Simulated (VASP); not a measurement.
Here is the system:

```xyz
7
Lattice="3.8548 0.0000 0.0000 0.0000 3.8548 0.0000 0.0000 0.0000 3.8548" Properties=species:S:1:pos:R:3 pbc="T T T"
Ca     0.0000     0.0000     0.0000
B      3.0909     1.9274     1.9274
B      1.9274     0.7639     1.9274
B      1.9274     3.0909     1.9274
B      0.7639     1.9274     1.9274
B      1.9274     1.9274     3.0909
B      1.9274     1.9274     0.7639
```

These are PBEsol GGA, VASP's PBE PAW potentials (set 64) (plane waves; VASP) values and carry that method's errors. Run with 620 eV cut-off, 6×6×6 Γ-centred mesh, Gaussian smearing of 0.050 eV, potentials Ca_sv B.

Problem. What does the run give for the energy per atom (σ→0), pressure?

Solution. 
```
Quantity                       Result
---------------------  --------------
energy per atom (σ→0)  -6503 meV/atom
pressure                    45.15 GPa
```

Total energies compare only between runs with the same potentials, cut-off and functional.

The compound is CaB6 in the cab6 structure. It was relaxed first under an external pressure of 45 GPa.
